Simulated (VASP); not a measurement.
# RuAs (relaxed from the zinc blende structure, space group F-43m): computed properties

All values below come from r2SCAN meta-GGA, VASP's PBE PAW potentials (set 64) (plane waves; VASP).

```yaml
space_group: F-43m (216)
cell: a = 5.4264 Å, b = 5.4264 Å, c = 5.4264 Å, α = 90.00°, β = 90.00°, γ = 90.00°
volume_per_atom: 19.97 Å³/atom
band gap (over mesh and band path): none (metal, semimetal or under 0.01 eV)
density: 7.32 g/cm³
```

```
RuAs
1.0
    0.00000     2.71318     2.71318
    2.71318     0.00000     2.71318
    2.71318     2.71318     0.00000
Ru As
1 1
Cartesian
  0.00000   0.00000   0.00000
  1.35659   1.35659   1.35659
```

The structure was generated: RuAs was put into the zinc blende type (F-43m), which need not be its known phase. It was relaxed first, which changed the volume by -30 %. Symmetry was kept, so distortions that lower it aren't found. The electron count is odd and the run is not spin-polarised, which forces a metal.
